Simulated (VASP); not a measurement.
Here is the system:

```xyz
2
Lattice="0.0000 2.6775 2.6775 2.6775 0.0000 2.6775 2.6775 2.6775 0.0000" Properties=species:S:1:pos:R:3 pbc="T T T"
Ca     0.0000     0.0000     0.0000
Se     2.6775     2.6775     2.6775
```

Computed with PBE GGA, VASP's PBE PAW potentials (set 64) (plane waves; VASP). Numerical set-up: 500 eV cut-off, 9×9×9 Γ-centred mesh, Gaussian smearing of 0.050 eV, potentials Ca_sv Se.

Problem. Estimate the energy per atom (σ→0), pressure.

Solution. 
```
Quantity                       Result
---------------------  --------------
energy per atom (σ→0)  -4.220 eV/atom
pressure                    29.96 GPa
```

Total energies compare only between runs with the same potentials, cut-off and functional.

The compound is CaSe in the rock salt structure. It was relaxed first under an external pressure of 30 GPa.
